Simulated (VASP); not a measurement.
An input for Quantum ESPRESSO's pw.x (written as the equivalent of a VASP run, and not itself run):

```
&CONTROL
  calculation = 'scf'
  pseudo_dir = './pseudo'
  outdir = './out'
  tprnfor = .true.
  tstress = .true.
/
&SYSTEM
  ibrav = 0
  nat = 3
  ntyp = 2
  ecutwfc = 84
  occupations = 'smearing'
  smearing = 'gaussian'
  degauss = 0.003675
  input_dft = 'pbe'
/
&ELECTRONS
  conv_thr = 7.3e-09
  electron_maxstep = 100
/
ATOMIC_SPECIES
  Zr 91.224 Zr.upf
  O 15.999 O.upf
CELL_PARAMETERS angstrom
     0.0000000    2.5591992    2.5591992
     2.5591992    0.0000000    2.5591992
     2.5591992    2.5591992    0.0000000
ATOMIC_POSITIONS crystal
  Zr   0.0000000  0.0000000  0.0000000
  O    0.2500000  0.2500000  0.2500000
  O    0.7500000  0.7500000  0.7500000
K_POINTS automatic
  8 8 8 0 0 0
```

Task: Write the VASP files for the same calculation (PBE).

Result: This is not unique; one that fits is 
**POSCAR**
```
ZrO2
1
    0.0000000000     2.5591991735     2.5591991735
    2.5591991735     0.0000000000     2.5591991735
    2.5591991735     2.5591991735     0.0000000000
Zr O
1 2
Direct
  0.0000000000   0.0000000000   0.0000000000
  0.2500000000   0.2500000000   0.2500000000
  0.7500000000   0.7500000000   0.7500000000
```

**INCAR**
```
SYSTEM = ZrO2
PREC = Accurate
ENCUT = 600
EDIFF = 1E-7
NELM = 100
ALGO = Normal
LREAL = .FALSE.
LASPH = .TRUE.
ISMEAR = 0
SIGMA = 0.05
GGA = PE
LMAXMIX = 4
LWAVE = .FALSE.
LCHARG = .FALSE.
ISIF = 2
```

File KPOINTS:
```
Automatic mesh
0
Gamma
8 8 8
0 0 0
```

POTCAR, in this order: Zr_sv O (PBE.64 set). Program: vasp_std.

The two are equivalent in intent, not identical: the potentials are each code's own (VASP's PAW set, PseudoDojo norm-conserving files in pw.x), so ENCUT and ecutwfc are chosen apart and not converted; conv_thr bounds pw.x's estimated SCF error, while EDIFF bounds the energy change between steps.

The compound is ZrO2 in the fluorite structure, the high-temperature cubic form, which is unstable at 0 K; the monoclinic form is the stable one. It was relaxed first.
